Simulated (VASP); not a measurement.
Here is the system:

```yaml
crystal:
  lattice:
    - [1.64568, -2.85040, 0.00000]
    - [1.64568, 2.85040, 0.00000]
    - [0.00000, 0.00000, 5.25277]
  atoms:
    - { symbol: Zr, position: [0.33333, 0.66667, 0.25000] }
    - { symbol: Zr, position: [0.66667, 0.33333, 0.75000] }
```

These are vdW-DF2, VASP's PBE PAW potentials (set 64) (plane waves; VASP 6.6.1) values and carry that method's errors. Numerical set-up: 520 eV cut-off, 14×14×8 Γ-centred mesh, tetrahedra with Blöchl corrections, potentials Zr_sv.

Task: Estimate the energy per atom (σ→0), band gap (on the k-mesh) with the smallest direct gap where there is one.

Result: 
The band gap (on the k-mesh) is none (metal, semimetal or under 0.01 eV) and the energy per atom (σ→0) is -5.137 eV/atom.

The absolute energy has meaning only against runs of the same code, potentials and settings.

The compound is Zr in the hcp structure. It was relaxed first, which changed the volume by +6 %.
